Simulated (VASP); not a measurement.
Input:

```yaml
crystal:
  lattice:
    - [2.23125, 1.28821, 3.04142]
    - [-2.23125, 1.28821, 3.04142]
    - [0.00000, -2.57642, 3.04142]
  atoms:
    - { symbol: Na, position: [0.00000, 0.00000, 0.00000] }
    - { symbol: S, position: [0.50000, 0.50000, 0.50000] }
```

Calculation: PBEsol GGA, VASP's PBE PAW potentials (set 64) (plane waves; VASP). Run with 300 eV cut-off, 9×9×9 Γ-centred mesh, Fermi-Dirac smearing of 0.10 eV, potentials Na_pv S.

At this cut-off the stress carries a Pulay error, which pulls relaxed volumes low.

Question: Give the stress tensor in GPa (positive for a compressed cell).

Answer: 
```
-3.37   0.00   0.00
 0.00  -3.37   0.00
 0.00   0.00  -4.93
```
The pressure is its mean diagonal, -3.89 GPa.

The structure comes from a measured NaS entry (R-3m) of the Crystallography Open Database, whose conditions weren't checked. The cell was not relaxed at this level. The electron count is odd and the run is not spin-polarised, which forces a metal.
